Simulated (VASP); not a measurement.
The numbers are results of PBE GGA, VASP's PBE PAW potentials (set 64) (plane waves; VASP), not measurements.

VASP ran on this input.

INCAR:
```
SYSTEM = GaN
PREC = Accurate
ENCUT = 650
EDIFF = 1E-7
NELM = 100
ALGO = Normal
LREAL = .FALSE.
LASPH = .TRUE.
ISMEAR = 0
SIGMA = 0.05
GGA = PE
LMAXMIX = 4
LWAVE = .FALSE.
LCHARG = .FALSE.
IBRION = 6
ISIF = 3
NFREE = 2
POTIM = 0.015
NSW = 1
```

### KPOINTS
```
Automatic mesh
0
Gamma
9 9 9
0 0 0
```

File POSCAR:
```
GaN
3.2174370
  0.0000000000   0.7071067350   0.7071067350
  0.7071067350   0.0000000000   0.7071067350
  0.7071067350   0.7071067350   0.0000000000
Ga N
1 1
Cartesian
  0.0000000000   0.0000000000   0.0000000000
  0.3535533675   0.3535533675   0.3535533675
```

POTCAR, in this order: Ga_d N (PBE.64 set). Program: vasp_std.

The run wrote:

File OUTCAR:
```


   1 f  =   15.359135 THz    96.504293 2PiTHz  512.325606 cm-1    63.520251 meV

   2 f  =   15.359135 THz    96.504293 2PiTHz  512.325606 cm-1    63.520251 meV

   3 f  =   15.359135 THz    96.504293 2PiTHz  512.325606 cm-1    63.520251 meV

   4 f/i=    0.000127 THz     0.000795 2PiTHz    0.004222 cm-1     0.000523 meV

   5 f/i=    0.000127 THz     0.000795 2PiTHz    0.004222 cm-1     0.000523 meV

   6 f/i=    0.000127 THz     0.000795 2PiTHz    0.004222 cm-1     0.000523 meV

 ELASTIC MODULI CONTR FROM IONIC RELAXATION (kBar)
 Direction    XX          YY          ZZ          XY          YZ          ZX
 --------------------------------------------------------------------------------
 XX          -0.0000     -0.0000     -0.0000     -0.0000     -0.0000     -0.0000
 YY          -0.0000     -0.0000     -0.0000     -0.0000     -0.0000      0.0000
 ZZ          -0.0000     -0.0000     -0.0000     -0.0000     -0.0000     -0.0000
 XY          -0.0000     -0.0000     -0.0000   -295.9772      0.0000      0.0000
 YZ          -0.0000     -0.0000     -0.0000      0.0000   -295.9772      0.0000
 ZX          -0.0000      0.0000     -0.0000      0.0000      0.0000   -295.9772
 --------------------------------------------------------------------------------

 TOTAL ELASTIC MODULI (kBar)
 Direction    XX          YY          ZZ          XY          YZ          ZX
 --------------------------------------------------------------------------------
 XX        2509.1497   1282.1575   1282.1575     -0.0000     -0.0000     -0.0000
 YY        1282.1575   2509.1497   1282.1575      0.0000     -0.0000      0.0000
 ZZ        1282.1575   1282.1575   2509.1497     -0.0000      0.0000     -0.0000
 XY          -0.0000      0.0000     -0.0000   1454.7840      0.0000      0.0000
 YZ          -0.0000     -0.0000      0.0000      0.0000   1454.7840      0.0000
 ZX          -0.0000      0.0000     -0.0000      0.0000      0.0000   1454.7840
 --------------------------------------------------------------------------------
```
(Selected blocks of OUTCAR.)

The compound is GaN in the zinc blende structure, a metastable form; wurtzite is the usual one. It was relaxed first.
